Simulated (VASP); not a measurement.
A run of VASP 6.6.1 is set up as follows.

INCAR

```
PREC = Accurate
ENCUT = 520
EDIFF = 1E-7
ISMEAR = -1
SIGMA = 0.05
LREAL = False
LASPH = True
NELM = 100
ALGO = Normal
ISIF = 2
LWAVE = False
LCHARG = False
GGA = PS
LEFG = True
```

The input KPOINTS:

```
Automatic mesh
0
Gamma
  16 16 9
```

Contents of POSCAR:

```
Sc
1.0
    3.3090000000      0.0000000000      0.0000000000
   -1.6545000000      2.8656780611      0.0000000000
    0.0000000000      0.0000000000      5.2733000000
Sc
2
Direct
    0.3333333333      0.6666666667      0.2500000000
    0.6666666667      0.3333333333      0.7500000000
```

Potentials or basis: VASP PAW PBE potentials, release 64 (Sc_sv).

The run is started by

```bash
$ cat potpaw_PBE.64/Sc_sv/POTCAR > POTCAR
$ mpirun -np 1 vasp_std > vasp.out
```

Question: What does it give for the band gap on the k mesh?

Answer: None (metal or under the smearing width).

Question: What does it give for the pressure?

Answer: -2.8 GPa.

Electric field gradients, principal values (V/Å²):
```tsv
atom	Vxx	Vyy	Vzz
1 Sc	-4.759	-4.760	9.520
2 Sc	-4.759	-4.760	9.520
```

Caveat: the PAW data sets were made with another functional, which shifts forces and pressure a little.
